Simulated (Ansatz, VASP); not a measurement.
# Ta2O5: VASP beside Ansatz

Wanted: the spread between two codes on one cell, functional and k mesh. The cell is taken from a series of runs on this material, whose earlier steps may have relaxed, scaled, displaced or heated it; both programs get it as it stands. Other levels of theory on this material are compared in a session of their own.

Calculated with Ansatz 0.2.0; plane waves, with VASP 6.6.1 beside it; single point at r2SCAN, single point at r2SCAN with rVV10 and single point at r2SCAN with D4.

### 1. The structure

It takes space group I4/mmm (No. 139, tetragonal). Conventional cell: a = 5.244 Å, b = 5.244 Å, c = 9.525 Å, α = 90.00°, β = 90.00°, γ = 90.00°. Nearest to Ta lie 5 O at 1.88 to 1.92 Å. O has 2 Ta at 1.88 Å nearest. O has 2 Ta at 1.92 Å nearest. Farther neighbours and most contacts between anions are not listed.

As a file:

```cif
data_structure
_symmetry_space_group_name_H-M 'I4/mmm'
_symmetry_Int_Tables_number 139
_cell_length_a 5.2443
_cell_length_b 5.2443
_cell_length_c 9.5251
_cell_angle_alpha 90.000
_cell_angle_beta 90.000
_cell_angle_gamma 90.000
_cell_volume 261.97
loop_
_atom_site_label
_atom_site_type_symbol
_atom_site_symmetry_multiplicity
_atom_site_Wyckoff_symbol
_atom_site_fract_x
_atom_site_fract_y
_atom_site_fract_z
_atom_site_occupancy
Ta1 Ta 4 e 0.00000 0.00000 0.19747 1
O1 O 2 a 0.00000 0.00000 0.00000 1
O2 O 8 f 0.75000 0.25000 0.25000 1
```

### 2. VASP: single point, r2SCAN

With cell and atoms fixed, the geometry can't cause a difference; cores, projectors, grids and the points listed under the comparison can.

Lines of VASP's logs that name or quote its potential files are left out, and so is its time.

INCAR

```
SYSTEM = Ta2O5
PREC = Accurate
ENCUT = 580
EDIFF = 1E-06
NELM = 120
ISMEAR = 0
SIGMA = 0.01
LREAL = .FALSE.
ALGO = Normal
METAGGA = R2SCAN
LASPH = .TRUE.
NBANDS = 33
LORBIT = 11
LWAVE = .FALSE.
LCHARG = .FALSE.
ISIF = 2
GGA_COMPAT = .FALSE.
EFERMI = MIDGAP
LMIXTAU = .TRUE.
KPAR = 2
```

POSCAR

```
Ta2O5
1.0
   -2.6221613017      2.6221613017      4.7625340212
    2.6221613017     -2.6221613017      4.7625340212
    2.6221613017      2.6221613017     -4.7625340212
Ta O
2 5
Direct
    0.1974702094      0.1974702094      0.0000000000
    0.8025297906      0.8025297906      0.0000000000
    0.0000000000      0.0000000000      0.0000000000
    0.5000000000      0.0000000000      0.0000000000
    0.0000000000      0.5000000000      0.0000000000
    0.0000000000      0.0000000000      0.5000000000
    0.5000000000      0.5000000000      0.5000000000
```

KPOINTS

```
Automatic mesh
0
Gamma
6 6 6
0 0 0
```

Potentials, in the order of the species: Ta_pv and O (PBE family, release 64).

Launch:

```sh
$ mpirun -np 2 vasp_std
```

Numbers of over 12 decimals in the logs are rounded to 6 here.

Log:

```text
[banner, memory and clock lines left out]
running    2 mpi-ranks, on    1 nodes
 distrk:  each k-point on    1 cores,    2 groups
 distr:  one band on    1 cores,    1 groups

 POSCAR found type information on POSCAR TaO
 POSCAR found :  2 types and       7 ions
|                                                                             |
|               ----> ADVICE to this user running VASP <----                  |
|                                                                             |
|     You enforced a specific xc type in the INCAR file but a different       |
|     [... a line on the potential file left out ...]
|     I HOPE YOU KNOW WHAT YOU ARE DOING!                                     |
|                                                                             |

 LDA part: xc-table for (None), standard interpolation
 POSCAR, INCAR and KPOINTS ok, starting setup
 FFT: planning ... GRIDC
 FFT: planning ... GRID_SOFT
 FFT: planning ... GRID
 WAVECAR not read
 entering main loop
       N       E                     dE             d eps       ncg     rms          rms(c)
DAV:   1     0.401165341733E+03    0.40117E+03   -0.30300E+04  1988   0.165E+03
DAV:   2    -0.144940503180E+03   -0.54611E+03   -0.53360E+03  2582   0.429E+02
DAV:   3    -0.179069296499E+03   -0.34129E+02   -0.34014E+02  2220   0.111E+02
DAV:   4    -0.179597930444E+03   -0.52863E+00   -0.52727E+00  2520   0.149E+01
DAV:   5    -0.179607917208E+03   -0.99868E-02   -0.99825E-02  2344   0.196E+00    0.544E+01
DAV:   6    -0.151926603354E+03    0.27681E+02   -0.56680E+01  2449   0.505E+01    0.205E+01
DAV:   7    -0.146000393385E+03    0.59262E+01   -0.38193E+00  2264   0.122E+01    0.103E+01
DAV:   8    -0.153233413415E+03   -0.72330E+01   -0.25886E+00  2242   0.107E+01    0.200E+00
DAV:   9    -0.147170241135E+03    0.60632E+01   -0.10428E+00  2082   0.734E+00    0.610E-01
DAV:  10    -0.147357958502E+03   -0.18772E+00   -0.29077E-01  2251   0.407E+00    0.432E-01
DAV:  11    -0.147326604638E+03    0.31354E-01   -0.12123E-02  2355   0.990E-01    0.394E-01
DAV:  12    -0.147421650889E+03   -0.95046E-01   -0.29768E-02  2036   0.168E+00    0.150E-01
DAV:  13    -0.147379976566E+03    0.41674E-01   -0.53239E-02  2276   0.165E+00    0.121E-01
DAV:  14    -0.147383311764E+03   -0.33352E-02   -0.24462E-03  2317   0.434E-01    0.992E-02
DAV:  15    -0.147393040902E+03   -0.97291E-02   -0.24658E-03  2066   0.463E-01    0.732E-02
DAV:  16    -0.147397351045E+03   -0.43101E-02   -0.31952E-03  2088   0.515E-01    0.345E-02
DAV:  17    -0.147400526814E+03   -0.31758E-02   -0.70014E-04  2187   0.237E-01    0.139E-02
DAV:  18    -0.147400719385E+03   -0.19257E-03   -0.30706E-04  2160   0.146E-01    0.115E-02
DAV:  19    -0.147400941013E+03   -0.22163E-03   -0.17625E-04  2116   0.119E-01    0.575E-03
DAV:  20    -0.147401025866E+03   -0.84853E-04   -0.20972E-05  2390   0.392E-02    0.219E-03
DAV:  21    -0.147401025098E+03    0.76859E-06   -0.12249E-06  1700   0.899E-03
   1 F= -.14740103E+03 E0= -.14740103E+03  d E =0.000000E+00
```

OUTCAR, selected parts (step 2):

```text
ion  position               nearest neighbor table
   1  0.197  0.197  0.000-   3 1.88   4 1.92   5 1.92   7 1.92   6 1.92
   2  0.803  0.803  0.000-   3 1.88   4 1.92   5 1.92   6 1.92   7 1.92
   3  0.000  0.000  0.000-   1 1.88   2 1.88
   4  0.500  0.000  0.000-   1 1.92   2 1.92
   5  0.000  0.500  0.000-   1 1.92   2 1.92
   6  0.000  0.000  0.500-   1 1.92   2 1.92
   7  0.500  0.500  0.500-   2 1.92   1 1.92

  LATTYP: Found a body centered tetragonal cell.
 ALAT       =     5.2443226034
 C/A-ratio  =     1.8162627975

 Subroutine GETGRP returns: Found 16 space group operations
 (whereof 16 operations were pure point group operations)

The static configuration has the point symmetry D_4h.

 Found     30 irreducible k-points:

   k-points           NKPTS =     30   k-points in BZ     NKDIM =     30   number of bands    NBANDS=     33

   dimension x,y,z NGX =    48 NGY =   48 NGZ =   48
   dimension x,y,z NGXF=    96 NGYF=   96 NGZF=   96

   ENCUT  =  580.0 eV  42.63 Ry    6.53 a.u.  11.85 11.85 11.85*2*pi/ulx,y,z

   NELECT =      52.0000    total number of electrons

 k-points in reciprocal lattice and weights: Automatic mesh
   0.00000000  0.00000000  0.00000000       0.005
   0.16666667  0.00000000  0.00000000       0.037
   0.33333333  0.00000000 -0.00000000       0.037
   0.50000000  0.00000000  0.00000000       0.019
   0.16666667  0.16666667  0.00000000       0.037
   0.33333333  0.16666667 -0.00000000       0.074
   0.50000000  0.16666667  0.00000000       0.074
  -0.33333333  0.16666667  0.00000000       0.074
  -0.16666667  0.16666667  0.00000000       0.019
[...]
-0.33333333 -0.33333333  0.33333333       0.009
   0.50000000  0.50000000  0.50000000       0.005

 average (electrostatic) potential at core
       1 -49.2254       2 -49.2254       3 -79.8156       4 -78.3014       5 -78.3014
       6 -78.3014       7 -78.3014

 E-fermi :   0.6865

 k-point     1 :       0.0000    0.0000    0.0000
  band No.  band energies     occupation
    ...
     22      -2.4494      2.00000
     23      -1.8912      2.00000
     24      -1.5875      2.00000
     25      -1.5875      2.00000
     26      -0.3801      2.00000
     27       1.7531      0.00000
     28       2.0154      0.00000
     29       2.0154      0.00000
     30       2.5749      0.00000
     31       4.3023      0.00000
    ...

 k-point     2 :       0.1667    0.0000    0.0000
  band No.  band energies     occupation
    ...
     22      -2.6020      2.00000
     23      -2.1050      2.00000
     24      -2.0869      2.00000
     25      -1.6047      2.00000
     26      -0.5208      2.00000
     27       2.2134      0.00000
     28       2.2772      0.00000
     29       2.3985      0.00000
     30       2.8420      0.00000
     31       4.6068      0.00000
    ...

 k-point     3 :       0.3333    0.0000   -0.0000
  band No.  band energies     occupation
    ...
     22      -2.9465      2.00000
     23      -2.9025      2.00000
     24      -2.4170      2.00000
     25      -1.5027      2.00000
     26      -0.8522      2.00000
     27       2.8294      0.00000
     28       3.1633      0.00000
     29       3.2178      0.00000
     30       3.5785      0.00000
     31       5.2233      0.00000
    ...

  Total        1.3568044      1.3568044      1.0494893      0.0000000      0.0000000      0.0000000
  in kB       16.5962868     16.5962868     12.8372420      0.0000000      0.0000000      0.0000000
  external PRESSURE =      15.3432719 kB  Pullay stress =       0.0000000 kB

  energy-cutoff  :      580.00
  volume of cell :      130.98
      direct lattice vectors                 reciprocal lattice vectors
    -2.622161302  2.622161302  4.762534021     0.000000000  0.190682396  0.104986127
     2.622161302 -2.622161302  4.762534021     0.190682396  0.000000000  0.104986127
     2.622161302  2.622161302 -4.762534021     0.190682396  0.190682396  0.000000000

 POSITION                                       TOTAL-FORCE (eV/Angst)
 -----------------------------------------------------------------------------------
      0.00000      0.00000      1.88092         0.000000      0.000000      0.018148
      0.00000      0.00000      7.64415         0.000000      0.000000     -0.018148
      0.00000      0.00000      0.00000        -0.000000     -0.000000     -0.000000
     -1.31108      1.31108      2.38127        -0.000000     -0.000000     -0.000000
      1.31108     -1.31108      2.38127        -0.000000     -0.000000     -0.000000
      1.31108      1.31108     -2.38127        -0.000000     -0.000000     -0.000000
      1.31108      1.31108      2.38127        -0.000000     -0.000000     -0.000000
 -----------------------------------------------------------------------------------
    total drift:                                0.000000      0.000000     -0.000000

  FREE ENERGIE OF THE ION-ELECTRON SYSTEM (eV)
  ---------------------------------------------------
  free  energy   TOTEN  =      -147.4010250975 eV

  energy  without entropy=     -147.4010250975  energy(sigma->0) =     -147.40102510

 total charge
# of ion       s       p       d       tot
------------------------------------------
    1        0.375   6.352   2.179   8.906
    2        0.375   6.352   2.179   8.906
    3        1.567   3.578   0.000   5.145
    4        1.571   3.560   0.000   5.131
    5        1.571   3.560   0.000   5.131
    6        1.571   3.560   0.000   5.131
    7        1.571   3.560   0.000   5.131
--------------------------------------------------
tot          8.602  30.521   4.358  43.481

[... 3 further parts left out ...]
```

The run ends at a pressure of 1.53 GPa, with forces up to 0.018 eV/Å.

### 3. Ansatz: single point, r2SCAN

Ansatz runs on PAW files that the input asks for by source.

The same cell, functional and mesh now go to Ansatz, which takes its cutoff from its data sets.

input.yaml

```yaml
crystal:
  lattice:
    - [-2.6221613017, 2.6221613017, 4.7625340212]
    - [2.6221613017, -2.6221613017, 4.7625340212]
    - [2.6221613017, 2.6221613017, -4.7625340212]
  atoms:
    - { symbol: Ta, position: [0.1974702094, 0.1974702094, 0.0] }
    - { symbol: Ta, position: [0.8025297906, 0.8025297906, 0.0] }
    - { symbol: O, position: [0.0, 0.0, 0.0] }
    - { symbol: O, position: [0.5, 0.0, 0.0] }
    - { symbol: O, position: [0.0, 0.5, 0.0] }
    - { symbol: O, position: [0.0, 0.0, 0.5] }
    - { symbol: O, position: [0.5, 0.5, 0.5] }
kpoints:
  mp_grid: { grid: [6, 6, 6] }
hamiltonian:
  xc: r2scan
  pseudopotentials: { kind: paw, source: ansatz }
scf:
  occupations: { method: fixed }
  n_extra_bands: 6
  lower_state_search: "off"
  convergence: { dr2_threshold: 1.0e-09 }
output:
  eigenvalues: true
```

Launch:

```sh
$ ansatz run input.yaml --threads 4 --pin off --max-ram 18432MiB --backend cpu --events-out ev --progress --plain --runs-dir out
```

Log:

```text
scf.n_extra_bands = 6 over 42 filled bands (N_el = 84.0): the run solves 48 bands
Engine: ansatz 0.2.0, aarch64-unknown-linux-gnu
Pseudopotentials: kind: paw
Pseudopotential: Ta, paw, valence charge 27, recommended cutoff 520 eV (normal), Ta.paw.azcp
Pseudopotential: O, paw, valence charge 6, recommended cutoff 1050 eV (meta_gga), O.paw.azcp
Functional definition: r2SCAN
  parameter k0 = 0.174
  parameter k1 = 0.065
  parameter a1 = 4.9479
  exchange = r2scan_x(k0 = k0, k1 = k1, a1 = a1)
  correlation = r2scan_c
Crystal: 7 atoms, lattice volume = 130.984 Å³
Basis set: ecut = 1050 eV, 10069 PW (Γ), exchange–correlation on 288×288×288 points (64 copies of the dense FFT grid, shifted against one another)
Bands: 48, of which v1, the nominal top of the filled ones, is band 42 counted from 1 (41 counted from 0)
Symmetry: 16 space group operations
Space group: I4/mmm (ITA 139), of the structure as read, at distance tolerance 5.1e-5 Å
k-points: 30 of 216
Non-local potential: Ta, projectors of the file, l = 0: 3, l = 1: 3, l = 2: 2, l = 3: 3
Non-local potential: O, projectors of the file, l = 0: 2, l = 1: 2, l = 2: 1
PAW form: soft (Blöchl's): semilocal exchange-correlation on the pseudo side does not see the compensation charge
PAW frozen core: Ta, regenerated for the run's functional (the file was generated under x = pbe(κ = 0.804, μ = 0.219515), c = pbe(β = 0.066725))
PAW frozen core: O, regenerated for the run's functional (the file was generated under x = pbe(κ = 0.804, μ = 0.219515), c = pbe(β = 0.066725))
PAW one-centre angular grid: Ta, 974 points (default); XC on 227 of its mesh's 597 points in the sphere
PAW one-centre angular grid: O, 302 points (default); XC on 160 Gauss nodes
Initial density: superposition of atomic densities (chi_scale 0.1, normalization cell, long waves kept (reshape's long-wave potential 0.01 eV rms))
Initial wavefunctions: pseudopotential atomic-orbital guess
Functional: x = r2scan, c = r2scan; τ floored in thin density (d = 2e-4 eV/Å³)
SCF iter   1: F=-36433.133087 eV  HF=-36436.517741 eV  |F-HF|=3.38e0  |Δ(HF+E_count)|=         —  Δρ=7.10e-2  dr2=5.80e0  dr2_τ=1.91e0  ethr=3.10e-3  ⟨swp⟩=4.1  Hψ=5072  notcnv=0  defer=97
preconditioner: auto → Resta (q_TF=auto, 2.534 Å⁻¹)  ε∞=3.1  [insulator: Δε(μ)=1.768 eV  Ē_g=18.289 eV  n_scr=34 (ndim 8)  ℏωp=26.8 eV  f_vac=0.301  ε∞_Penn≈3.1]
SCF iter   2: F=-36434.638409 eV  HF=-36435.011453 eV  |F-HF|=3.73e-1  |Δ(HF+E_count)|=    1.51e0  Δρ=3.48e-2  dr2=1.45e0  dr2_τ=1.84e-1  ethr=3.10e-3  ⟨swp⟩=3.0  Hψ=3260  notcnv=0  defer=108
SCF iter   3: F=-36434.813223 eV  HF=-36434.930025 eV  |F-HF|=1.17e-1  |Δ(HF+E_count)|=   8.14e-2  Δρ=1.17e-2  dr2=2.01e-1  dr2_τ=3.79e-2  ethr=1.72e-3  ⟨swp⟩=2.3  Hψ=2544  notcnv=0  defer=105
SCF iter   4: F=-36434.898480 eV  HF=-36434.896426 eV  |F-HF|=2.05e-3  |Δ(HF+E_count)|=   3.36e-2  Δρ=4.17e-3  dr2=4.05e-2  dr2_τ=8.67e-3  ethr=2.39e-4  ⟨swp⟩=3.0  Hψ=3162  notcnv=0  defer=114
SCF iter   5: F=-36434.899423 eV  HF=-36434.905364 eV  |F-HF|=5.94e-3  |Δ(HF+E_count)|=   8.94e-3  Δρ=3.93e-3  dr2=1.76e-2  dr2_τ=1.07e-2  ethr=4.82e-5  ⟨swp⟩=2.9  Hψ=2695  notcnv=0  defer=115
SCF iter   6: F=-36434.907447 eV  HF=-36434.905700 eV  |F-HF|=1.75e-3  |Δ(HF+E_count)|=   3.36e-4  Δρ=7.39e-4  dr2=1.08e-3  dr2_τ=1.71e-4  ethr=2.10e-5  ⟨swp⟩=2.1  Hψ=2176  notcnv=0  defer=116
SCF iter   7: F=-36434.907358 eV  HF=-36434.907511 eV  |F-HF|=1.53e-4  |Δ(HF+E_count)|=   1.81e-3  Δρ=7.13e-4  dr2=5.65e-4  dr2_τ=3.28e-4  ethr=1.29e-6  ⟨swp⟩=2.2  Hψ=2616  notcnv=0  defer=116
SCF iter   8: F=-36434.907668 eV  HF=-36434.907613 eV  |F-HF|=5.53e-5  |Δ(HF+E_count)|=   1.02e-4  Δρ=1.42e-4  dr2=2.66e-5  dr2_τ=1.19e-5  ethr=6.73e-7  ⟨swp⟩=2.0  Hψ=2573  notcnv=0  defer=104
SCF iter   9: F=-36434.907682 eV  HF=-36434.907676 eV  |F-HF|=5.45e-6  |Δ(HF+E_count)|=   6.37e-5  Δρ=3.57e-5  dr2=1.65e-6  dr2_τ=3.11e-7  ethr=3.17e-8  ⟨swp⟩=2.0  Hψ=2517  notcnv=0  defer=78
SCF iter  10: F=-36434.907467 eV  HF=-36434.907466 eV  |F-HF|=3.20e-7  |Δ(HF+E_count)|=   2.10e-4  Δρ=8.37e-6  dr2=1.08e-7  dr2_τ=1.84e-8  ethr=1.96e-9  ⟨swp⟩=2.0  Hψ=2585  notcnv=0  defer=73
SCF iter  11: F=-36434.907467 eV  HF=-36434.907467 eV  |F-HF|=2.63e-8  |Δ(HF+E_count)|=   3.38e-7  Δρ=1.79e-6  dr2=7.40e-9  dr2_τ=8.31e-10  ethr=1.29e-10  ⟨swp⟩=2.0  Hψ=2564  notcnv=0  defer=75
SCF iter  12: F=-36434.907467 eV  HF=-36434.907467 eV  |F-HF|=2.12e-9  |Δ(HF+E_count)|=   2.68e-8  Δρ=4.71e-7  dr2=5.27e-10  dr2_τ=4.53e-11  ethr=1.19e-12  ⟨swp⟩=11.8  Hψ=6385  notcnv=0
SCF 1 converged in 12 iterations: F = -36434.907467 eV  dr2 = 5.27e-10
  greatest PAW one-centre occupation: 0.998 electrons in one spin orbital (limit 2), on the Ta atom at site 1 (counted from 0), in its partial waves of l = 3
SCF converged after 12 iterations
Free energy (F): -36434.907467 eV
Harris-Foulkes:  -36434.907467 eV  (|F-HF|=2.12e-9)
Internal energy: -36434.907467 eV  (E = F + TS)
E sigma→0 (E₀):  -36434.907467 eV
Fermi energy:    5.206495 eV
--- Per-component energies (eV) ---
  E_band       = -1141.235075
  E_kinetic    = 2212.553995
  E_local      = -29491.488531  (includes V_loc(G=0)·N_el)
  E_nonlocal   = 5373.985201
  E_hartree    = 10681.187868
  E_xc         = -1626.941955
  E_vxc        = -1314.839868  (∫ρ·V_xc dr)
  E_paw        = -15483.737228  (= ΣΔE_a)
  E_vpaw       = 638.007229  (= ΣTr[D̂ρ^β])
  E_aug_tail   = -0.000027  (compensation charges beyond the density's cutoff)
  E_vtau       = 78.170438  (kinetic-family band-sum trace: ∫τ·v_τ [+ j·A + Jᵃ·Aᵃ] dr)
  E_ewald      = -8100.061462
  E_core_change = -0.405328  (= ΣΔE_core)
  E_smearing   = -0.000000  (= −TS)
  E_closure    = 0.000000  (closes the sum)
  Σ components = -36434.907467   (vs F -36434.907467, Δ=0.00e0)
--- Band table (eV; the first three rows and the last of 30) ---
  k-point 0: bands = [... 38 lower, 3.7102, 4.0130, 4.0130, 5.2065, 7.3815, 7.6676, 7.6676, 8.2208, ... 2 higher]
  k-point 1: bands = [... 38 lower, 3.3533, 3.4536, 3.7147, 4.8976, 7.6886, 8.2242, 8.4954, 8.5098, ... 2 higher]
  k-point 2: bands = [... 38 lower, 2.9708, 3.1351, 3.2591, 3.9666, 7.7117, 9.0700, 9.6690, 10.0363, ... 2 higher]
  k-point 29: bands = [... 38 lower, 3.6650, 3.9580, 3.9580, 5.2056, 7.5084, 9.5304, 9.5304, 10.6563, ... 2 higher]
```

Reading the cycles: dr2 is the Hartree energy of the density residual (eV), the measure of convergence; HF is the Harris–Foulkes estimate of the energy, which meets the free energy F at convergence.

### 4. Side by side

Known differences besides the potentials themselves: VASP keeps PBE cores, Ansatz makes them for the functional; fixed occupations in Ansatz, narrow Gaussian smearing in VASP; the data sets hold 84 valence electrons in Ansatz (on PAW files that the input asks for by source) and 52 in VASP; the cutoff is 1050 eV in Ansatz and 580 eV in VASP. Total energies have different zeros and are not compared.

The two programs side by side:

| quantity | Ansatz | VASP | difference |
| --- | --- | --- | --- |
| gap on the k mesh (eV) | 2.175 | 2.133 | +0.042 |

A gap on the mesh is an upper bound, since the band edges may lie between its points; neither run holds spin-orbit coupling, which can move the band edges of a compound of Ta.

### 5. Ansatz: single point, r2SCAN with rVV10

A single point gives forces, pressure and levels at one fixed geometry, so differences don't come from the geometry; what else differs is listed under the comparison.

The cell is taken from a series of runs on this material, whose earlier steps may have relaxed, scaled, displaced or heated it; both programs get it as it stands.

Changes to input.yaml since step 3:

```diff
@@ -18,2 +18,3 @@
   pseudopotentials: { kind: paw, source: ansatz }
+  dispersion: rvv10
 scf:
```

Log:

```text
[...]
Crystal: 7 atoms, lattice volume = 130.984 Å³
Basis set: ecut = 1050 eV, 10069 PW (Γ), exchange–correlation on 320×320×320 points (64 copies of the dense FFT grid, shifted against one another)
Bands: 48, of which v1, the nominal top of the filled ones, is band 42 counted from 1 (41 counted from 0)
Symmetry: 16 space group operations
[...]
k-points: 30 of 216
[...]
--- Band table (eV; the first three rows and the last of 30) ---
  k-point 0: bands = [... 38 lower, 3.6967, 3.9980, 3.9980, 5.1934, 7.3555, 7.6496, 7.6496, 8.1018, ... 2 higher]
  k-point 1: bands = [... 38 lower, 3.3386, 3.4376, 3.6975, 4.8838, 7.6702, 8.1989, 8.3988, 8.4779, ... 2 higher]
  k-point 2: bands = [... 38 lower, 2.9542, 3.1191, 3.2377, 3.9496, 7.6920, 8.9949, 9.6466, 10.0188, ... 2 higher]
  k-point 29: bands = [... 38 lower, 3.6505, 3.9427, 3.9427, 5.1925, 7.4884, 9.5161, 9.5161, 10.5929, ... 2 higher]
[key lines of the parts left out:]
SCF converged after 12 iterations
Free energy (F): -36427.511193 eV
Fermi energy:    5.193446 eV
```

(Part 1 of 2 ends here.)

[Lines on the potential files, build, host, timing and source positions are cut from VASP's logs without a mark.]

[Logs are printed without paths, hosts, clocks, repeated set-up lines and the standing remarks that a program may print on its own settings, such as how far it seeks lower states.]

[Hosts, paths, dates, database ids (printed as entryN), source tags and the programs' standing remarks are cut or masked in the printed files.]
